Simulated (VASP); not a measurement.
Data:

```
La
1.0
    1.85353    -3.21040     0.00000
    1.85353     3.21040     0.00000
    0.00000     0.00000    11.84824
La
4
Direct
  0.00000   0.00000   0.50000
  0.00000   0.00000   0.00000
  0.33333   0.66667   0.25000
  0.66667   0.33333   0.75000
```

Level of theory: PBE GGA with D4 dispersion, VASP's PBE PAW potentials (set 64) (plane waves; VASP). Settings: 520 eV cut-off, 11×11×3 Γ-centred mesh, tetrahedra with Blöchl corrections, potentials La.

The cores are frozen, which limits the accuracy of field gradients.

Task: Give the principal components of the electric field gradient (V/Å²) and the asymmetry η at each nucleus.

Result: 
```csv
atom,Vxx,Vyy,Vzz,η
La1,-13.9,-13.9,27.9,0.00
La2,-13.9,-13.9,27.9,0.00
La3,-19.5,-19.5,39.1,0.00
La4,-19.5,-19.5,39.1,0.00
```

The compound is La in the dhcp structure. It was relaxed first, which changed the volume by -6 %.
